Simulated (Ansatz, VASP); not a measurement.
# Ni (Ni(111)): VASP beside Ansatz, part 2 of 3

Wanted: the spread between two codes on one cell, functional and k mesh. The cell is taken from a series of runs on this material, whose earlier steps may have relaxed, scaled, displaced or heated it; both programs get it as it stands.

VASP 6.6.1 and Ansatz 0.2.0.

So far: The structure; Ansatz: single point, PBE, pair 1.

## (3) VASP: single point, PBE, pair 1

Level of this step: PBE, spin-polarised from a ferromagnetic start; plane waves and PAW (Ni) (VASP).

The same cell, functional, mesh and smearing now go to VASP, with its own data sets.

Lines of VASP's logs that name or quote its potential files are left out, and so is its time.

Input file INCAR:

```
SYSTEM = Ni
PREC = Accurate
ENCUT = 520
EDIFF = 1E-06
NELM = 200
ISMEAR = -1
SIGMA = 0.1
LREAL = .FALSE.
ALGO = Normal
GGA = PE
NBANDS = 49
ISPIN = 2
MAGMOM = 0.71 0.71 0.67 0.66 0.67 0.71 0.71
LASPH = .TRUE.
LMAXMIX = 4
LORBIT = 11
LWAVE = .FALSE.
LCHARG = .FALSE.
ISIF = 2
LDIPOL = .TRUE.
IDIPOL = 3
DIPOL = 0.5 0.5 0.5
LVHAR = .TRUE.
GGA_COMPAT = .FALSE.
NELMDL = -8
KPAR = 2
```

Input file POSCAR:

```
Ni
1.0
    2.4890158698      0.0000000000      0.0000000000
    1.2445079349      2.1555509736      0.0000000000
    0.0000000000      0.0000000000     26.1936376853
Ni
7
Direct
    0.0000000000      0.0000000000      0.2672404682
    0.3333333333      0.3333333333      0.3448269788
    0.6666666667      0.6666666667      0.4224134894
    0.0000000000      0.0000000000      0.5000000000
    0.3333333333      0.3333333333      0.5775865106
    0.6666666667      0.6666666667      0.6551730212
    0.0000000000      0.0000000000      0.7327595318
```

Input file KPOINTS:

```
Automatic mesh
0
Gamma
19 19 1
0 0 0
```

Potentials, in the order of the species: Ni (PBE family, release 64).

The run is started by

```
> mpirun -np 2 vasp_std
```

Numbers of over 12 decimals in the logs are rounded to 6 here.

Log:

```text
[banner, memory and clock lines left out]
running    2 mpi-ranks, on    1 nodes
 distrk:  each k-point on    1 cores,    2 groups
 distr:  one band on    1 cores,    1 groups

 POSCAR found type information on POSCAR Ni
 POSCAR found :  1 types and       7 ions
 LDA part: xc-table for (Slater+PW92), standard interpolation
 POSCAR, INCAR and KPOINTS ok, starting setup
 FFT: planning ... GRIDC
 FFT: planning ... GRID_SOFT
 FFT: planning ... GRID
 WAVECAR not read
 entering main loop
       N       E                     dE             d eps       ncg     rms          rms(c)
DAV:   1     0.526716010039E+03    0.52672E+03   -0.31441E+04  7856   0.176E+03
DAV:   2     0.177998045878E+01   -0.52494E+03   -0.49895E+03  7840   0.360E+02
DAV:   3    -0.432146306503E+02   -0.44995E+02   -0.41582E+02  8411   0.142E+02
DAV:   4    -0.441086793230E+02   -0.89405E+00   -0.89106E+00  8579   0.220E+01
DAV:   5    -0.441274199343E+02   -0.18741E-01   -0.18740E-01 12011   0.212E+00
DAV:   6    -0.441275772542E+02   -0.15732E-03   -0.15732E-03 10142   0.220E-01
DAV:   7    -0.441275838477E+02   -0.65936E-05   -0.65940E-05 11752   0.360E-02
DAV:   8    -0.441275839251E+02   -0.77403E-07   -0.77263E-07  5807   0.486E-03    0.257E+01
DAV:   9    -0.500278801947E+02   -0.59003E+01   -0.10472E+02  8948   0.148E+02    0.398E+01
DAV:  10    -0.552678531176E+02   -0.52400E+01   -0.10699E+02  9106   0.159E+02    0.378E+01
DAV:  11    -0.410205512319E+02    0.14247E+02   -0.19245E+01 10996   0.618E+01    0.232E+01
DAV:  12    -0.394878030945E+02    0.15327E+01   -0.18244E+01  9114   0.787E+01    0.258E+01
DAV:  13    -0.430439722172E+02   -0.35562E+01   -0.30180E+01  9652   0.812E+01    0.318E+01
DAV:  14    -0.383225592931E+02    0.47214E+01   -0.17469E+01  9064   0.548E+01    0.236E+01
[...]
DAV:  33    -0.372003759711E+02   -0.27645E-02   -0.59031E-05  8861   0.988E-02    0.953E-02
DAV:  34    -0.372033799771E+02   -0.30040E-02   -0.27765E-04  8304   0.150E-01    0.114E-01
DAV:  35    -0.372041501932E+02   -0.77022E-03   -0.67896E-05  8661   0.126E-01    0.587E-02
DAV:  36    -0.372048289099E+02   -0.67872E-03   -0.29588E-05  8410   0.453E-02    0.368E-02
DAV:  37    -0.372051247789E+02   -0.29587E-03   -0.16235E-05  7364   0.291E-02    0.195E-02
DAV:  38    -0.372051503426E+02   -0.25564E-04   -0.43762E-06  6415   0.271E-02    0.177E-02
DAV:  39    -0.372051463578E+02    0.39848E-05   -0.17641E-06  5807   0.151E-02    0.131E-02
DAV:  40    -0.372051469321E+02   -0.57434E-06   -0.57305E-07  5498   0.734E-03
   1 F= -.37205147E+02 E0= -.37004383E+02  d E =-.401528E+00  mag=     4.4365
```

From OUTCAR (step 3):

```text
ion  position               nearest neighbor table
   1  0.000  0.000  0.267-   2 2.49   2 2.49   2 2.49
   2  0.333  0.333  0.345-   3 2.49   1 2.49   3 2.49   1 2.49   1 2.49   3 2.49
   3  0.667  0.667  0.422-   2 2.49   2 2.49   4 2.49   4 2.49   4 2.49   2 2.49
   4  0.000  0.000  0.500-   3 2.49   5 2.49   3 2.49   5 2.49   3 2.49   5 2.49
   5  0.333  0.333  0.578-   6 2.49   4 2.49   6 2.49   4 2.49   4 2.49   6 2.49
   6  0.667  0.667  0.655-   5 2.49   5 2.49   7 2.49   7 2.49   7 2.49   5 2.49
   7  0.000  0.000  0.733-   6 2.49   6 2.49   6 2.49

  LATTYP: Found a hexagonal cell.
 ALAT       =     2.4890158697
 C/A-ratio  =    10.5236925179

 Subroutine GETGRP returns: Found 12 space group operations
 (whereof 12 operations were pure point group operations)

The static configuration has the point symmetry D_3d.

 Found     40 irreducible k-points:

   k-points           NKPTS =     40   k-points in BZ     NKDIM =     40   number of bands    NBANDS=     49

   dimension x,y,z NGX =    20 NGY =   20 NGZ =  196
   dimension x,y,z NGXF=    40 NGYF=   40 NGZF=  392

   ENCUT  =  520.0 eV  38.22 Ry    6.18 a.u.   4.63  4.63 48.70*2*pi/ulx,y,z

   NELECT =      70.0000    total number of electrons

 k-points in reciprocal lattice and weights: Automatic mesh
   0.00000000  0.00000000  0.00000000       0.003
   0.05263158 -0.00000000  0.00000000       0.017
   0.10526316 -0.00000000  0.00000000       0.017
   0.15789474 -0.00000000  0.00000000       0.017
   0.21052632  0.00000000  0.00000000       0.017
   0.26315789  0.00000000  0.00000000       0.017
   0.31578947 -0.00000000  0.00000000       0.017
   0.36842105 -0.00000000  0.00000000       0.017
   0.42105263  0.00000000  0.00000000       0.017
[...]
-0.36842105  0.26315789  0.00000000       0.017
  -0.36842105  0.31578947  0.00000000       0.017

 dipolmoment           0.000000      0.000000      0.000000 electrons x Angstroem

 average (electrostatic) potential at core
       1 -88.3220       2 -88.5636       3 -88.5525       4 -88.5381       5 -88.5525
       6 -88.5636       7 -88.3220

 E-fermi :   2.8209

 spin component 1
 k-point     1 :       0.0000    0.0000    0.0000
  band No.  band energies     occupation
    ...
     38       2.1496      0.99879
     39       2.1496      0.99879
     40       2.2198      0.99755
     41       2.2198      0.99755
     42       2.6107      0.89111
     43       2.9558      0.20607
     44       7.6026      0.00000
     45       7.9024      0.00000
     46       8.9284      0.00000
     47      10.0156      0.00000
    ...

 k-point     2 :       0.0526   -0.0000    0.0000
  band No.  band energies     occupation
    ...
     37       1.9415      0.99985
     38       1.9993      0.99973
     39       2.1507      0.99877
     40       2.2224      0.99749
     41       2.2729      0.99585
     42       2.9837      0.16412
     43       3.3668      0.00424
     44       7.6842      0.00000
     45       7.9894      0.00000
     46       8.9910      0.00000
    ...

 k-point     3 :       0.1053   -0.0000    0.0000
  band No.  band energies     occupation
    ...
     37       2.0024      0.99972
     38       2.1143      0.99915
     39       2.1537      0.99874
     40       2.2298      0.99730
     41       2.7068      0.75781
     42       3.5907      0.00045
     43       4.1076      0.00000
     44       7.9257      0.00000
     45       8.2503      0.00000
     46       9.1786      0.00000
    ...

 k-point     4 :       0.1579   -0.0000    0.0000
  band No.  band energies     occupation
    ...
     36       1.8774      0.99992
     37       2.0051      0.99971
     38       2.1575      0.99869
     39       2.2404      0.99700
     40       2.4046      0.98467
     41       3.2064      0.02073
     42       4.2769      0.00000
     43       4.9722      0.00000
     44       8.3171      0.00000
     45       8.6846      0.00000
    ...

 k-point     5 :       0.2105    0.0000    0.0000
  band No.  band energies     occupation
    ...
     36       2.0068      0.99971
     37       2.0429      0.99958
     38       2.1610      0.99864
     39       2.2522      0.99662
     40       2.7405      0.69087
     41       3.7528      0.00009
     42       5.0236      0.00000
     43       5.9285      0.00000
     44       8.8406      0.00000
     45       9.2908      0.00000
    ...

 k-point     6 :       0.2632    0.0000    0.0000
  band No.  band energies     occupation
    ...
     35       1.8800      0.99992
     36       2.0138      0.99969
     37       2.1641      0.99860
     38       2.2420      0.99695
     39       2.2633      0.99622
     40       3.1294      0.04371
     41       4.3564      0.00000
     42       5.8244      0.00000
     43       6.9642      0.00000
     44       9.4702      0.00000
    ...

  Total       -1.6270319     -1.6270319     -0.6600297      0.0000000      0.0000000     -0.0000000
  in kB      -18.5491861    -18.5491861     -7.5247537      0.0000000      0.0000000     -0.0000000
  external PRESSURE =     -14.8743753 kB  Pullay stress =       0.0000000 kB

  energy-cutoff  :      520.00
  volume of cell :      140.53
      direct lattice vectors                 reciprocal lattice vectors
     2.489015870  0.000000000  0.000000000     0.401765217 -0.231959256  0.000000000
     1.244507935  2.155550974  0.000000000     0.000000000  0.463918512  0.000000000
     0.000000000  0.000000000 26.193637685     0.000000000  0.000000000  0.038177210

 POSITION                                       TOTAL-FORCE (eV/Angst)
 -----------------------------------------------------------------------------------
      0.00000      0.00000      7.00000         0.000000      0.000000      0.145517
      1.24451      0.71852      9.03227        -0.000000     -0.000000     -0.128199
      2.48902      1.43703     11.06455        -0.000000      0.000000     -0.023919
      0.00000      0.00000     13.09682         0.000000      0.000000      0.000000
      1.24451      0.71852     15.12909         0.000000      0.000000      0.023919
      2.48902      1.43703     17.16136         0.000000     -0.000000      0.128199
      0.00000      0.00000     19.19364         0.000000      0.000000     -0.145517
 -----------------------------------------------------------------------------------
    total drift:                                0.000000     -0.000000      0.000000

  FREE ENERGIE OF THE ION-ELECTRON SYSTEM (eV)
  ---------------------------------------------------
  free  energy   TOTEN  =       -37.2051469321 eV

  energy  without entropy=      -36.8036185671  energy(sigma->0) =      -37.00438275

 vacuum level on the upper side and lower side of the slab         7.862         7.862

 total charge
# of ion       s       p       d       tot
------------------------------------------
    1        0.488   0.379   8.304   9.171
    2        0.492   0.492   8.314   9.298
    3        0.497   0.495   8.314   9.306
    4        0.496   0.496   8.316   9.308
    5        0.497   0.495   8.314   9.306
    6        0.492   0.492   8.314   9.298
    7        0.488   0.379   8.304   9.171
--------------------------------------------------
tot          3.450   3.229  58.178  64.857

 magnetization (x)
# of ion       s       p       d       tot
------------------------------------------
    1       -0.005  -0.023   0.698   0.670
    2       -0.007  -0.025   0.697   0.665
    3       -0.006  -0.024   0.656   0.625
    4       -0.007  -0.025   0.647   0.615
    5       -0.006  -0.024   0.656   0.625
    6       -0.007  -0.025   0.697   0.665
    7       -0.005  -0.023   0.698   0.670
--------------------------------------------------
tot         -0.043  -0.171   4.750   4.535

[... 6 further parts left out ...]
```

The magnetic state follows from one typed start and may not be the lowest.

## (4) Comparison

Known differences besides the potentials themselves: VASP starts from the moments at which Ansatz ended; the data sets hold 126 valence electrons in Ansatz (on its default PAW (the set named soft_2) files) and 70 in VASP; the cutoff is 420 eV in Ansatz and 520 eV in VASP; site moments are counted in spheres of each program's own size. Total energies have different zeros and are not compared.

Compared:

| quantity | Ansatz | VASP | difference |
| --- | --- | --- | --- |
| total moment (μB) | 4.55 | 4.44 | +0.12 |
| moment on Ni1 (μB) | 0.71 | 0.67 | +0.04 |
| moment on Ni7 (μB) | 0.71 | 0.67 | +0.04 |
| moment on Ni6 (μB) | 0.71 | 0.67 | +0.04 |
| moment on Ni2 (μB) | 0.71 | 0.67 | +0.04 |
| moment on Ni5 (μB) | 0.67 | 0.62 | +0.04 |
| moment on Ni3 (μB) | 0.67 | 0.62 | +0.04 |
| moment on Ni4 (μB) | 0.66 | 0.61 | +0.04 |
| work function, lower of the two faces (eV) | 5.07 | 5.04 | +0.02 |
| work function, higher of the two faces (eV) | 5.07 | 5.04 | +0.02 |

With vacuum in the cell, a pressure given here is an average over mostly empty space and none of the material.

## (5) Ansatz: single point, PBE, pair 2

With cell and atoms fixed, the geometry can't cause a difference; cores, projectors, grids and the points listed under the comparison can.

The cell is taken from a series of runs on this material, whose earlier steps may have relaxed, scaled, displaced or heated it; both programs get it as it stands.

Input file input.yaml:

```yaml
crystal:
  lattice:
    - [2.4890158698, 0.0, 0.0]
    - [1.2445079349, 2.1555509736, 0.0]
    - [0.0, 0.0, 38.1936376853]
  atoms:
    - { symbol: Ni, position: [0.0, 0.0, 0.3403708258], spin: 0.7 }
    - { symbol: Ni, position: [0.3333333333, 0.3333333333, 0.3935805505], spin: 0.7 }
    - { symbol: Ni, position: [0.6666666667, 0.6666666667, 0.4467902753], spin: 0.7 }
    - { symbol: Ni, position: [0.0, 0.0, 0.5], spin: 0.7 }
    - { symbol: Ni, position: [0.3333333333, 0.3333333333, 0.5532097247], spin: 0.7 }
    - { symbol: Ni, position: [0.6666666667, 0.6666666667, 0.6064194495], spin: 0.7 }
    - { symbol: Ni, position: [0.0, 0.0, 0.6596291742], spin: 0.7 }
magnetization:
  spin_polarized: true
kpoints:
  mp_grid: { grid: [19, 19, 1] }
hamiltonian:
  xc: pbe
scf:
  occupations: { method: fermi_dirac, width: 0.1 }
  convergence: { dr2_threshold: 1.0e-09 }
efield:
  axis: 3
  dipole_correction: true
  ramp_position: 0.97
  ramp_width: 0.06
output:
  write_potential: true
  write_density: true
  volumetric_format: npy
```

The run is started by

```
> ansatz run input.yaml --threads 4 --pin off --max-ram 6144MiB --backend cpu --events-out ev --progress --plain --runs-dir out
```

Log:

```text
[...]
Crystal: 7 atoms, lattice volume = 204.917 Å³
Basis set: ecut = 420 eV, 3853 PW (Γ)
Bands: 79, of which v1, the nominal top of the filled ones, is band 63 counted from 1 (62 counted from 0)
Symmetry: 6 space group operations
k-points: 40 of 361 (time reversal used)
[...]
k-point 1 ↑: bands = [... 59 lower, 2.3931, 2.4047, 2.5461, 2.5857, 2.6439, 2.7027, 2.7671, 2.9199, ... 12 higher]
  k-point 2 ↑: bands = [... 59 lower, 2.2915, 2.3551, 2.4185, 2.5159, 2.5589, 2.7703, 2.8756, 2.9229, ... 12 higher]
  k-point 39 ↓: bands = [... 59 lower, 3.6726, 3.7080, 3.7136, 3.7787, 7.7225, 7.9900, 8.4184, 8.8771, ... 12 higher]
[key lines of the parts left out:]
SCF converged after 19 iterations
Magnetization: 4.5524 μB (65.2762 up, 60.7238 down)
Free energy (F): -40876.940271 eV
Fermi energy:    3.609711 eV
Dipole field:    D = 0.000012 V/Å  (p = 0.000013 e·Å, saw-weighted, corrected)
Work function:   Φ+ = 5.0656 eV   Φ− = 5.0661 eV
```

## (6) VASP: single point, PBE, pair 2

The same cell, functional, mesh and smearing now go to VASP, with its own data sets.

INCAR is that of step 3.

Input file POSCAR:

```
Ni
1.0
    2.4890158698      0.0000000000      0.0000000000
    1.2445079349      2.1555509736      0.0000000000
    0.0000000000      0.0000000000     38.1936376853
Ni
7
Direct
    0.0000000000      0.0000000000      0.3403708258
    0.3333333333      0.3333333333      0.3935805505
    0.6666666667      0.6666666667      0.4467902753
    0.0000000000      0.0000000000      0.5000000000
    0.3333333333      0.3333333333      0.5532097247
    0.6666666667      0.6666666667      0.6064194495
    0.0000000000      0.0000000000      0.6596291742
```

KPOINTS is that of step 3.

The run is started by

```
> mpirun -np 2 vasp_std
```

Log:

```text
[... set-up lines as in an earlier step ...]
 entering main loop
       N       E                     dE             d eps       ncg     rms          rms(c)
DAV:   1     0.514414256357E+03    0.51441E+03   -0.31018E+04  7881   0.156E+03
DAV:   2    -0.269167571238E+01   -0.51711E+03   -0.49139E+03  7889   0.338E+02
DAV:   3    -0.433283878358E+02   -0.40637E+02   -0.38120E+02  8472   0.133E+02
DAV:   4    -0.441087103191E+02   -0.78032E+00   -0.77783E+00  8840   0.207E+01
[...]
DAV:  47    -0.372051726505E+02   -0.10195E-04   -0.71151E-07  5403   0.515E-03    0.241E-03
DAV:  48    -0.372051709603E+02    0.16902E-05   -0.17904E-07  5099   0.489E-03    0.145E-03
DAV:  49    -0.372051718324E+02   -0.87205E-06   -0.57826E-08  5031   0.217E-03
   1 F= -.37205172E+02 E0= -.37004424E+02  d E =-.401496E+00  mag=     4.4387
```

OUTCAR, selected parts (step 6):

```text
  Total       -1.6087644     -1.6087644     -0.6404165      0.0000000      0.0000000     -0.0000000
  in kB      -12.5784190    -12.5784190     -5.0072132      0.0000000      0.0000000     -0.0000000
  external PRESSURE =     -10.0546837 kB  Pullay stress =       0.0000000 kB

 POSITION                                       TOTAL-FORCE (eV/Angst)
 -----------------------------------------------------------------------------------
      0.00000      0.00000     13.00000         0.000000      0.000000      0.146157
      1.24451      0.71852     15.03227        -0.000000     -0.000000     -0.129917
      2.48902      1.43703     17.06455         0.000000     -0.000000     -0.022540
      0.00000      0.00000     19.09682         0.000000      0.000000      0.000000
      1.24451      0.71852     21.12909        -0.000000      0.000000      0.022540
      2.48902      1.43703     23.16136         0.000000      0.000000      0.129917
      0.00000      0.00000     25.19364         0.000000      0.000000     -0.146157
 -----------------------------------------------------------------------------------
    total drift:                                0.000000      0.000000      0.000000

  FREE ENERGIE OF THE ION-ELECTRON SYSTEM (eV)
  ---------------------------------------------------
  free  energy   TOTEN  =       -37.2051718324 eV

  energy  without entropy=      -36.8036761610  energy(sigma->0) =      -37.00442400

 magnetization (x)
# of ion       s       p       d       tot
------------------------------------------
    1       -0.005  -0.023   0.698   0.670
    2       -0.007  -0.025   0.697   0.665
    3       -0.006  -0.025   0.656   0.625
    4       -0.007  -0.025   0.648   0.616
    5       -0.006  -0.025   0.656   0.625
    6       -0.007  -0.025   0.697   0.665
    7       -0.005  -0.023   0.698   0.670
--------------------------------------------------
tot         -0.043  -0.171   4.751   4.536

[... 1 part as in an earlier step ...]

[... 2 further parts left out ...]
[key lines of the parts left out:]
E-fermi :   0.3503
```

## (7) Comparison

What differs besides the data sets and the points named for the pairs above, as far as they apply: the data sets hold 126 valence electrons in Ansatz (on its default PAW (the set named soft_2) files) and 70 in VASP. Total energies have different zeros and are not compared.

Compared:

| quantity | Ansatz | VASP | difference |
| --- | --- | --- | --- |
| total moment (μB) | 4.55 | 4.44 | +0.11 |
| moment on Ni1 (μB) | 0.71 | 0.67 | +0.04 |
| moment on Ni7 (μB) | 0.71 | 0.67 | +0.04 |
| moment on Ni6 (μB) | 0.71 | 0.67 | +0.04 |
| moment on Ni2 (μB) | 0.71 | 0.67 | +0.04 |
| moment on Ni5 (μB) | 0.67 | 0.62 | +0.04 |
| moment on Ni3 (μB) | 0.67 | 0.62 | +0.04 |
| moment on Ni4 (μB) | 0.66 | 0.62 | +0.04 |
| work function, lower of the two faces (eV) | 5.07 | 5.04 | +0.02 |
| work function, higher of the two faces (eV) | 5.07 | 5.04 | +0.02 |

With vacuum in the cell, a pressure given here is an average over mostly empty space and none of the material.

(Continued in part 3 of 3.)

[Lines on the potential files, build, host, timing and source positions are cut from VASP's logs without a mark.]

[Logs are printed without paths, hosts, clocks, repeated set-up lines and the standing remarks that a program may print on its own settings, such as how far it seeks lower states.]

[Hosts, paths, dates, database ids (printed as entryN), source tags and the programs' standing remarks are cut or masked in the printed files.]
